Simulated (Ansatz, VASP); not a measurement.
## GaN in two plane-wave programs

Aim: how closely do two programs agree when they are given the same cell, functional and k mesh? The cell is taken from a series of runs on this material, whose earlier steps may have relaxed, scaled, displaced or heated it; both programs get it as it stands.

Program: Ansatz 0.2.0. Level of theory: plane waves, with VASP 6.6.1 beside it; relaxation of cell and atoms at r2SCAN. Results are calculated unless marked as measured.

**1. Starting point**

Symmetry: F-43m, No. 216, cubic system. Conventional cell: a = 4.500 Å, b = 4.500 Å, c = 4.500 Å, α = 90.00°, β = 90.00°, γ = 90.00°. Nearest to Ga lie 4 N at 1.95 Å. Nearest to N lie 4 Ga at 1.95 Å. Farther neighbours and most contacts between anions are not listed.

**2. VASP: relaxation of cell and atoms, r2SCAN**

The relaxed volume is the usual yardstick between codes: in a stiff, nearly cubic crystal its relative difference is about their pressure difference at one cell divided by the bulk modulus.

Lines of VASP's logs that name or quote its potential files are left out, and so is its time.

INCAR

```
SYSTEM = GaN
PREC = Accurate
ENCUT = 660
EDIFF = 1E-07
NELM = 120
ISMEAR = -1
SIGMA = 0.02
LREAL = .FALSE.
ALGO = Normal
METAGGA = R2SCAN
LASPH = .TRUE.
NBANDS = 15
LORBIT = 11
LWAVE = .FALSE.
LCHARG = .FALSE.
ISIF = 3
IBRION = 2
NSW = 80
EDIFFG = -0.005
GGA_COMPAT = .FALSE.
NELMIN = 4
EFERMI = MIDGAP
LMIXTAU = .TRUE.
```

POSCAR

```
GaN
1.0
    0.0000000000      2.2500000000      2.2500000000
    2.2500000000      0.0000000000      2.2500000000
    2.2500000000      2.2500000000      0.0000000000
Ga N
1 1
Direct
    0.0000000000      0.0000000000      0.0000000000
    0.7500000000      0.7500000000      0.7500000000
```

KPOINTS

```
Automatic mesh
0
Gamma
11 11 11
0 0 0
```

PAW data sets: Ga_d and N (PBE family, release 64).

On the command line:

```console
$ mpirun -np 1 vasp_std
```

Numbers of over 12 decimals in the logs are rounded to 6 here.

Log:

```text
[banner, memory and clock lines left out]
running    1 mpi-ranks, on    1 nodes
 distrk:  each k-point on    1 cores,    1 groups
 distr:  one band on    1 cores,    1 groups

 POSCAR found type information on POSCAR GaN
 POSCAR found :  2 types and       2 ions
|                                                                             |
|               ----> ADVICE to this user running VASP <----                  |
|                                                                             |
|     You enforced a specific xc type in the INCAR file but a different       |
|     [... a line on the potential file left out ...]
|     I HOPE YOU KNOW WHAT YOU ARE DOING!                                     |
|                                                                             |

 LDA part: xc-table for (None), standard interpolation
 POSCAR, INCAR and KPOINTS ok, starting setup
 FFT: planning ... GRIDC
 FFT: planning ... GRID_SOFT
 FFT: planning ... GRID
 WAVECAR not read
 entering main loop
       N       E                     dE             d eps       ncg     rms          rms(c)
DAV:   1     0.890476697386E+02    0.89048E+02   -0.10844E+04  1784   0.252E+03
DAV:   2    -0.190524056632E+02   -0.10810E+03   -0.10012E+03  1932   0.396E+02
DAV:   3    -0.267059442551E+02   -0.76535E+01   -0.76168E+01  1897   0.917E+01
DAV:   4    -0.268171034122E+02   -0.11116E+00   -0.11114E+00  2136   0.121E+01
DAV:   5    -0.268185390586E+02   -0.14356E-02   -0.14356E-02  1982   0.124E+00    0.719E+00
DAV:   6    -0.215492537567E+02    0.52693E+01   -0.35594E+00  2513   0.458E+01    0.268E+00
DAV:   7    -0.219638571297E+02   -0.41460E+00   -0.68469E-01  2054   0.988E+00    0.179E+00
DAV:   8    -0.217645222535E+02    0.19933E+00   -0.33587E-01  1902   0.714E+00    0.140E+00
DAV:   9    -0.218124365125E+02   -0.47914E-01   -0.17657E-01  1680   0.518E+00    0.672E-01
DAV:  10    -0.218971660704E+02   -0.84730E-01   -0.53088E-02  1694   0.336E+00    0.311E-01
DAV:  11    -0.219035742450E+02   -0.64082E-02   -0.16819E-03  2186   0.493E-01    0.293E-01
DAV:  12    -0.219025004311E+02    0.10738E-02   -0.93578E-05  1750   0.119E-01    0.256E-01
DAV:  13    -0.218976823549E+02    0.48181E-02   -0.31119E-03  1946   0.645E-01    0.214E-01
DAV:  14    -0.218976687198E+02    0.13635E-04   -0.23499E-04  1946   0.188E-01    0.170E-01
DAV:  15    -0.218976867329E+02   -0.18013E-04   -0.52831E-06  2184   0.225E-02    0.161E-01
DAV:  16    -0.218977201816E+02   -0.33449E-04   -0.29385E-05  1841   0.826E-02    0.265E-02
DAV:  17    -0.218977218671E+02   -0.16855E-05   -0.97382E-06  2199   0.813E-02    0.163E-02
DAV:  18    -0.218977272246E+02   -0.53574E-05   -0.26612E-06  1883   0.225E-02    0.954E-03
DAV:  19    -0.218977280552E+02   -0.83062E-06   -0.26975E-06  2045   0.240E-02    0.152E-03
DAV:  20    -0.218977296434E+02   -0.15882E-05   -0.46308E-07  1750   0.781E-03    0.285E-03
DAV:  21    -0.218977296577E+02   -0.14316E-07   -0.98431E-08  1484   0.387E-03
   1 F= -.21897730E+02 E0= -.21897730E+02  d E =-.218977E+02
 curvature:   0.00 expect dE= 0.000E+00 dE for cont linesearch  0.000E+00
 trial: gam= 0.00000 g(F)=  0.289E-45 g(S)=  0.110E-02 ort = 0.000E+00 (trialstep = 0.100E+01)
 search vector abs. value=  0.110E-02
 bond charge predicted
       N       E                     dE             d eps       ncg     rms          rms(c)
DAV:   1    -0.219092162460E+02   -0.11487E-01   -0.13369E-01  1925   0.977E+00    0.650E-01
DAV:   2    -0.218999968937E+02    0.92194E-02   -0.11696E-02  2093   0.338E+00    0.300E-01
DAV:   3    -0.218976660760E+02    0.23308E-02   -0.23350E-03  1953   0.182E+00    0.834E-02
DAV:   4    -0.218976956764E+02   -0.29600E-04   -0.50185E-04  1853   0.254E-01    0.270E-02
DAV:   5    -0.218976645121E+02    0.31164E-04   -0.78030E-05  2210   0.159E-01    0.119E-02
DAV:   6    -0.218976528216E+02    0.11690E-04   -0.13657E-05  2141   0.588E-02    0.302E-03
DAV:   7    -0.218976697516E+02   -0.16930E-04   -0.37299E-06  1778   0.292E-02    0.362E-03
DAV:   8    -0.218976686788E+02    0.10729E-05   -0.11899E-07  1429   0.410E-03    0.280E-03
DAV:   9    -0.218976722091E+02   -0.35303E-05   -0.47909E-07  1799   0.124E-02    0.204E-04
DAV:  10    -0.218976715700E+02    0.63916E-06   -0.36479E-08  1281   0.355E-03    0.126E-04
DAV:  11    -0.218976718078E+02   -0.23780E-06   -0.89826E-09   973   0.129E-03    0.550E-05
DAV:  12    -0.218976717352E+02    0.72508E-07   -0.34011E-09   973   0.110E-03
   2 F= -.21897672E+02 E0= -.21897672E+02  d E =0.579225E-04
 trial-energy change:    0.000058  1 .order    0.000007   -0.001104    0.001118
 step:   0.4627(harm=  0.4967)  dis= 0.00000  next Energy=   -21.897980 (dE=-0.250E-03)
 bond charge predicted
       N       E                     dE             d eps       ncg     rms          rms(c)
DAV:   1    -0.219012905972E+02   -0.36188E-02   -0.38228E-02  1932   0.517E+00    0.351E-01
DAV:   2    -0.218986304576E+02    0.26601E-02   -0.34247E-03  2107   0.183E+00    0.161E-01
DAV:   3    -0.218979639370E+02    0.66652E-03   -0.65061E-04  1939   0.955E-01    0.454E-02
DAV:   4    -0.218980010646E+02   -0.37128E-04   -0.14558E-04  1837   0.139E-01    0.145E-02
DAV:   5    -0.218979821273E+02    0.18937E-04   -0.22692E-05  2268   0.825E-02    0.606E-03
DAV:   6    -0.218979849397E+02   -0.28124E-05   -0.42280E-06  2117   0.301E-02    0.164E-03
DAV:   7    -0.218979817286E+02    0.32111E-05   -0.10690E-06  1750   0.151E-02    0.195E-03
DAV:   8    -0.218979819756E+02   -0.24707E-06   -0.27366E-08  1337   0.187E-03    0.165E-03
DAV:   9    -0.218979804504E+02    0.15252E-05   -0.12783E-07  1316   0.611E-03    0.106E-04
DAV:  10    -0.218979808055E+02   -0.35509E-06   -0.15194E-08   889   0.206E-03    0.713E-05
DAV:  11    -0.218979807060E+02    0.99475E-07   -0.40604E-09   931   0.828E-04
   3 F= -.21897981E+02 E0= -.21897981E+02  d E =-.251048E-03
 curvature:  -0.25 expect dE=-0.119E-05 dE for cont linesearch -0.119E-05
 trial: gam=-0.06177 g(F)=  0.564E-45 g(S)=  0.483E-05 ort = 0.730E-04 (trialstep = 0.893E+00)
 search vector abs. value=  0.212E-07
 reached required accuracy - stopping structural energy minimisation
```

Parts of OUTCAR (step 2):

```text
ion  position               nearest neighbor table
   1  0.000  0.000  0.000-   2 1.95   2 1.95   2 1.95   2 1.95
   2  0.750  0.750  0.750-   1 1.95   1 1.95   1 1.95   1 1.95

  LATTYP: Found a face centered cubic cell.
 ALAT       =     4.5000000000

 Subroutine GETGRP returns: Found 24 space group operations
 (whereof 24 operations were pure point group operations)

The static configuration has the point symmetry T_d .

 Found     56 irreducible k-points:

   k-points           NKPTS =     56   k-points in BZ     NKDIM =     56   number of bands    NBANDS=     15

   dimension x,y,z NGX =    28 NGY =   28 NGZ =   28
   dimension x,y,z NGXF=    56 NGYF=   56 NGZF=   56

   ENCUT  =  660.0 eV  48.51 Ry    6.96 a.u.   6.67  6.67  6.67*2*pi/ulx,y,z

   NELECT =      18.0000    total number of electrons

 k-points in reciprocal lattice and weights: Automatic mesh
   0.00000000  0.00000000  0.00000000       0.001
   0.09090909  0.00000000  0.00000000       0.006
   0.18181818  0.00000000  0.00000000       0.006
   0.27272727  0.00000000  0.00000000       0.006
   0.36363636  0.00000000  0.00000000       0.006
   0.45454545  0.00000000  0.00000000       0.006
   0.09090909  0.09090909  0.00000000       0.005
   0.18181818  0.09090909  0.00000000       0.018
   0.27272727  0.09090909  0.00000000       0.018
[...]
-0.36363636  0.45454545  0.18181818       0.018
  -0.27272727  0.45454545  0.18181818       0.018

 average (electrostatic) potential at core
       1 -68.3066       2 -64.9787

 E-fermi :   6.0834

 k-point     1 :       0.0000    0.0000    0.0000
  band No.  band energies     occupation
    ...
      5      -8.4595      2.00000
      6      -8.4595      2.00000
      7       5.0219      2.00000
      8       5.0219      2.00000
      9       5.0219      2.00000
     10       7.1449      0.00000
     11      16.0294      0.00000
     12      16.0294      0.00000
     13      16.0294      0.00000
     14      23.5836      0.00000
    ...

 k-point     2 :       0.0909    0.0000    0.0000
  band No.  band energies     occupation
    ...
      5      -8.4606      2.00000
      6      -8.4606      2.00000
      7       4.0811      2.00000
      8       4.9307      2.00000
      9       4.9307      2.00000
     10       7.8875      0.00000
     11      15.6022      0.00000
     12      16.1736      0.00000
     13      16.1736      0.00000
     14      23.4608      0.00000
    ...

 k-point     3 :       0.1818    0.0000    0.0000
  band No.  band energies     occupation
    ...
      5      -8.4604      2.00000
      6      -8.4604      2.00000
      7       2.4180      2.00000
      8       4.6984      2.00000
      9       4.6984      2.00000
     10       8.9509      0.00000
     11      14.8653      0.00000
     12      16.4331      0.00000
     13      16.4331      0.00000
     14      22.4686      0.00000
    ...

  Total        0.0081691      0.0081691      0.0081691      0.0000000     -0.0000000      0.0000000
  in kB        0.5721544      0.5721544      0.5721544      0.0000000     -0.0000000      0.0000000
  external PRESSURE =       0.5721544 kB  Pullay stress =       0.0000000 kB

  energy-cutoff  :      660.00
  volume of cell :       22.88
      direct lattice vectors                 reciprocal lattice vectors
     0.000000000  2.253101433  2.253101433    -0.221916329  0.221916329  0.221916329
     2.253101433 -0.000000000  2.253101433     0.221916329 -0.221916329  0.221916329
     2.253101433  2.253101433 -0.000000000     0.221916329  0.221916329 -0.221916329

 POSITION                                       TOTAL-FORCE (eV/Angst)
 -----------------------------------------------------------------------------------
      0.00000      0.00000     -0.00000         0.000000      0.000000      0.000000
      3.37965      3.37965      3.37965        -0.000000     -0.000000     -0.000000
 -----------------------------------------------------------------------------------
    total drift:                                0.000001      0.000001      0.000001

  FREE ENERGIE OF THE ION-ELECTRON SYSTEM (eV)
  ---------------------------------------------------
  free  energy   TOTEN  =       -21.8979807060 eV

  energy  without entropy=      -21.8979807060  energy(sigma->0) =      -21.89798071

 reached required accuracy - stopping structural energy minimisation

 total charge
# of ion       s       p       d       tot
------------------------------------------
    1        0.757   0.879  10.190  11.825
    2        1.229   2.536   0.000   3.765
--------------------------------------------------
tot          1.986   3.415  10.190  15.591

[... 3 further parts left out ...]
```

CONTCAR:

```
GaN
   1.00000000000000
     0.0000000000000000    2.2531014332133372    2.2531014332133372
     2.2531014332133372   -0.0000000000000000    2.2531014332133372
     2.2531014332133372    2.2531014332133372   -0.0000000000000000
  Ga              N
     1     1
Direct
     0.0000000000000000    0.0000000000000000    0.0000000000000000
     0.7500000000000000    0.7500000000000000    0.7500000000000000
```

The run keeps the 24 symmetry operations of its start, so it cannot find a distortion of lower symmetry.

**3. Ansatz: relaxation of cell and atoms, r2SCAN**

Ansatz runs on its PAW soft_1 files.

The same cell, functional, mesh and smearing now go to Ansatz.

input.yaml

```yaml
crystal:
  lattice:
    - [0.0, 2.25, 2.25]
    - [2.25, 0.0, 2.25]
    - [2.25, 2.25, 0.0]
  atoms:
    - { symbol: Ga, position: [0.0, 0.0, 0.0] }
    - { symbol: "N", position: [0.75, 0.75, 0.75] }
kpoints:
  mp_grid: { grid: [11, 11, 11] }
scf:
  occupations: { method: fermi_dirac, width: 0.02 }
hamiltonian:
  xc: r2scan
  pseudopotentials: { kind: paw, azcp: { folder: soft_1 } }
basis:
  ecutwfc: 600
output:
  forces: true
  stress: true
relax:
  f_tol: 0.005
  max_steps: 70
  cell: { stress_tol: 0.02, p_target: 0 }
```

On the command line:

```console
$ ansatz run input.yaml --threads 4 --pin off --max-ram 10240MiB --backend cpu --events-out ev --progress --plain --runs-dir out
```

Log:

```text
Engine: ansatz 0.2.0, aarch64-unknown-linux-gnu
Pseudopotentials: kind: paw
Pseudopotential: Ga, paw, valence charge 13, recommended cutoff 500 eV (meta_gga), soft_1/Ga.paw.azcp
Pseudopotential: N, paw, valence charge 5, recommended cutoff 500 eV (meta_gga), soft_1/N.paw.azcp
Functional definition: r2SCAN
  parameter k0 = 0.174
  parameter k1 = 0.065
  parameter a1 = 4.9479
  exchange = r2scan_x(k0 = k0, k1 = k1, a1 = a1)
  correlation = r2scan_c
Crystal: 2 atoms, lattice volume = 22.781 Å³
Basis set: ecut = 600 eV, 749 PW (Γ), exchange–correlation on 108×108×108 points (64 copies of the dense FFT grid, shifted against one another)
Bands: 13, of which v1, the nominal top of the filled ones, is band 9 counted from 1 (8 counted from 0)
Symmetry: 24 space group operations
Space group: F-43m (ITA 216), of the structure as read, at distance tolerance 2.8e-5 Å
k-points: 56 of 1331 (time reversal used)
Non-local potential: Ga, projectors of the file, l = 0: 2, l = 1: 2, l = 2: 3, l = 3: 1
Non-local potential: N, projectors of the file, l = 0: 2, l = 1: 2, l = 2: 1
PAW form: soft (Blöchl's): semilocal exchange-correlation on the pseudo side does not see the compensation charge
PAW frozen core: Ga, regenerated for the run's functional (the file was generated under x = pbe(κ = 0.804, μ = 0.219515), c = pbe(β = 0.066725))
PAW frozen core: N, regenerated for the run's functional (the file was generated under x = pbe(κ = 0.804, μ = 0.219515), c = pbe(β = 0.066725))
PAW one-centre angular grid: Ga, 590 points (default); XC on 160 Gauss nodes
PAW one-centre angular grid: N, 302 points (default); XC on 160 Gauss nodes
Initial density: superposition of atomic densities (chi_scale 0.1, normalization cell, long waves kept (reshape's long-wave potential 0.00 eV rms))
Initial wavefunctions: pseudopotential atomic-orbital guess
Functional: x = r2scan, c = r2scan; τ floored in thin density (d = 2e-4 eV/Å³)
SCF iter   1: F=—  HF=-4176.853026 eV  |F-HF|=—  |Δ(HF+E_count)|=         —  Δρ=1.16e-1  dr2=2.46e0  dr2_τ=2.83e-1  ethr=3.10e-3  ⟨swp⟩=4.7  Hψ=3679  notcnv=0
preconditioner: auto → none  [insulator: Δε(μ)=2.736 eV  Ē_g=20.232 eV  σ=0.020 eV  W_gap=1.00  n_scr=8 (ndim 8)  ℏωp=33.0 eV  f_vac=0.000  D(μ)=0.00/eV (n_scr^D=0)  ε∞_Penn≈3.7]
SCF iter   2: F=—  HF=-4176.409302 eV  |F-HF|=—  |Δ(HF+E_count)|=   4.44e-1  Δρ=5.48e-2  dr2=3.30e-1  dr2_τ=9.34e-2  ethr=3.10e-3  ⟨swp⟩=2.4  Hψ=1929  notcnv=0
SCF iter   3: F=—  HF=-4176.381616 eV  |F-HF|=—  |Δ(HF+E_count)|=   2.77e-2  Δρ=2.08e-2  dr2=5.21e-2  dr2_τ=4.82e-3  ethr=1.83e-3  ⟨swp⟩=2.1  Hψ=1125  notcnv=0
SCF iter   4: F=—  HF=-4176.383697 eV  |F-HF|=—  |Δ(HF+E_count)|=   2.08e-3  Δρ=1.35e-2  dr2=1.74e-2  dr2_τ=2.38e-4  ethr=2.90e-4  ⟨swp⟩=2.0  Hψ=1518  notcnv=0
SCF iter   5: F=—  HF=-4176.378889 eV  |F-HF|=—  |Δ(HF+E_count)|=   4.81e-3  Δρ=2.84e-3  dr2=7.25e-4  dr2_τ=1.62e-5  ethr=9.65e-5  ⟨swp⟩=2.0  Hψ=1408  notcnv=0
SCF iter   6: F=—  HF=-4176.378756 eV  |F-HF|=—  |Δ(HF+E_count)|=   1.33e-4  Δρ=4.05e-4  dr2=1.41e-5  dr2_τ=2.67e-7  ethr=4.03e-6  ⟨swp⟩=2.0  Hψ=1417  notcnv=0
SCF iter   7: F=—  HF=-4176.378759 eV  |F-HF|=—  |Δ(HF+E_count)|=   3.17e-6  Δρ=3.51e-5  dr2=2.11e-7  dr2_τ=1.80e-9  ethr=7.83e-8  ⟨swp⟩=2.1  Hψ=1088  notcnv=0
SCF iter   8: F=-4176.378759 eV  HF=-4176.378759 eV  |F-HF|=8.60e-10  |Δ(HF+E_count)|=   3.78e-8  Δρ=3.35e-6  dr2=1.53e-9  dr2_τ=2.96e-11  ethr=5.56e-10  ⟨swp⟩=4.0  Hψ=2450  notcnv=0
SCF 1 converged in 8 iterations: F = -4176.378759 eV  dr2 = 1.53e-9
  greatest PAW one-centre occupation: 0.994 electrons in one spin orbital (limit 2), on the Ga atom at site 0 (counted from 0), in its partial waves of l = 2
relax step   1: F+E_penalty+E_count = -4176.37875900 eV  Δ(F+E_penalty+E_count) = +0.000e0 eV  max|allowed force component| = 1.503e-17 eV/Å  Δτ_max = 0.0000 Å  P = -0.262 GPa  Ω = 22.781 Å³  (8 SCF iters, dr2 threshold 1.00e-7 eV, accepted)
[...]
relax step   2: F+E_penalty+E_count = -4176.37878465 eV  Δ(F+E_penalty+E_count) = -2.565e-5 eV  max|allowed force component| = 3.816e-17 eV/Å  Δτ_max = 0.0000 Å  P = -0.100 GPa  Ω = 22.763 Å³  energy of the carried Pulay correction = +4.565e-6 eV  (2 SCF iters, dr2 threshold 1.71e-7 eV, accepted)
[...]
relax step   3: F+E_penalty+E_count = -4176.37879125 eV  Δ(F+E_penalty+E_count) = -6.606e-6 eV  max|allowed force component| = 1.388e-17 eV/Å  Δτ_max = 0.0000 Å  P = -0.004 GPa  Ω = 22.751 Å³  energy of the carried Pulay correction = +7.365e-6 eV  (3 SCF iters, dr2 threshold 2.48e-8 eV, accepted)
[...]
relax step   4: F+E_penalty+E_count = -4176.37878485 eV  Δ(F+E_penalty+E_count) = +6.407e-6 eV  max|allowed force component| = 1.503e-17 eV/Å  Δτ_max = 0.0000 Å  P = -0.004 GPa  Ω = 22.751 Å³  stress off target by 4.47e-3 GPa  SCF on the basis re-selected at this cell (its energy is not comparable with the rows above)  (5 SCF iters)
basis re-selected at this cell: Δ(F+E_penalty+E_count) = +6.407e-6 eV, ΔP = -0.000 GPa vs the last step (what re-selecting the basis moved, of the pressure what is left beyond the Pulay correction that the steps carried, after the strain that the cell walked since its last selection, with what the two solves' SCF thresholds leave and, on support functions, any second-order correction that the steps lacked; it is no m [...]
SCF converged after 5 iterations
Free energy (F): -4176.378785 eV
Harris-Foulkes:  -4176.378785 eV  (|F-HF|=2.73e-12)
Internal energy: -4176.378785 eV  (E = F + TS)
E sigma→0 (E₀):  -4176.378785 eV
Fermi energy:    10.546688 eV
--- Per-component energies (eV) ---
  E_band       = -15.171457
  E_kinetic    = 240.447793
  E_local      = -1412.535830  (includes V_loc(G=0)·N_el)
  E_nonlocal   = -52.892760
  E_hartree    = 897.324704
  E_xc         = -115.857988
  E_vxc        = -140.034311  (∫ρ·V_xc dr)
  E_paw        = -2141.579821  (= ΣΔE_a)
  E_vpaw       = -452.445704  (= ΣTr[D̂ρ^β])
  E_aug_tail   = 0.000004  (compensation charges beyond the density's cutoff)
  E_vtau       = 7.639857  (kinetic-family band-sum trace: ∫τ·v_τ [+ j·A + Jᵃ·Aᵃ] dr)
  E_ewald      = -1590.602257
  E_core_change = -0.682630  (= ΣΔE_core)
  E_smearing   = -0.000000  (= −TS)
  E_closure    = 0.000000  (closes the sum)
  Σ components = -4176.378785   (vs F -4176.378785, Δ=0.00e0)
--- Forces (eV/Å), atoms counted from 1 ---
  atom   1  Ga     0.00000000    -0.00000000    -0.00000000
  atom   2  N      0.00000000     0.00000000    -0.00000000
  max |Σ_I F_I| component: 8.10e-17 eV/Å
--- Stress (GPa, compression-positive) ---
       -0.004471      -0.000000      -0.000000
       -0.000000      -0.004471       0.000000
       -0.000000       0.000000      -0.004471
  P = ⅓ Tr σ = -0.0045 GPa (-0.045 kbar)
--- Relaxed structure (3 steps of the walk, 3 accepted, 1 SCFs on fresh bases) ---
  F+E_penalty+E_count = -4176.37878485 eV   max|allowed force component| = 1.503e-17 eV/Å   (the final SCF, on the basis selected at the relaxed cell)
  cell:  # Å, volume = 22.7513 Å³
    - [0, 2.249013, 2.249013]
    - [2.249013, 0, 2.249013]
    - [2.249013, 2.249013, 0]
  atoms:
    - { symbol: Ga, position: [0, 0, 0] }
    - { symbol: N, position: [0.75, 0.75, 0.75] }
```

The column dr2 measures how far the density is from self-consistency, as an energy; F and HF (Harris–Foulkes) agree once it is small.

**4. Differences**

Known differences besides the potentials themselves: VASP keeps PBE cores, Ansatz makes them for the functional; the cutoff is 600 eV in Ansatz and 660 eV in VASP; Ansatz adds a Pulay correction to the stress that steers its cell, VASP none. Total energies have different zeros and are not compared.

Both answers:

```
                                         quantity  Ansatz   VASP  difference
                                      volume (Å³)   22.75  22.88     -0.54 %
edge a after relaxation, in the typed setting (Å)   3.181  3.186     -0.18 %
```

**5. What came out**

| Quantity | Value |
| --- | --- |
| difference in volume (relaxation of cell and atoms, r2SCAN) | -0.54 % |

The difference in volume is -0.54 % (relaxation of cell and atoms, r2SCAN), within the 1.2 % picked in this series as the mark of a large difference, as far as the stopping tolerances let one tell. How closely two codes agree says nothing of how well the functional describes the real material.

[Lines on the potential files, build, host, timing and source positions are cut from VASP's logs without a mark.]

[Logs are printed without paths, hosts, clocks, repeated set-up lines and the standing remarks that a program may print on its own settings, such as how far it seeks lower states.]

[Hosts, paths, dates, database ids (printed as entryN), source tags and the programs' standing remarks are cut or masked in the printed files.]
